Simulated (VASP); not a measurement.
Here is the system:

```yaml
crystal:
  lattice:
    - [1.13290, -1.96225, 0.00000]
    - [1.13290, 1.96225, 0.00000]
    - [0.00000, 0.00000, 3.56126]
  atoms:
    - { symbol: Be, position: [0.33333, 0.66667, 0.25000] }
    - { symbol: Be, position: [0.66667, 0.33333, 0.75000] }
```

Method: r2SCAN meta-GGA, VASP's PBE PAW potentials (set 64) (plane waves; VASP). Run with 480 eV cut-off, 18×18×10 Γ-centred mesh, first-order Methfessel-Paxton smearing of 0.10 eV, potentials Be.

Question: Predict the energy per atom (σ→0), band gap (on the k-mesh) with the smallest direct gap where there is one.

Answer: 
| Item | Result |
|---|---|
| band gap (on the k-mesh) | none (metal, semimetal or under 0.01 eV) |
| energy per atom (σ→0) | -4.338 eV/atom |

Only differences to runs with the same potentials and settings are physical.

The compound is Be in the hcp structure. It was relaxed first.
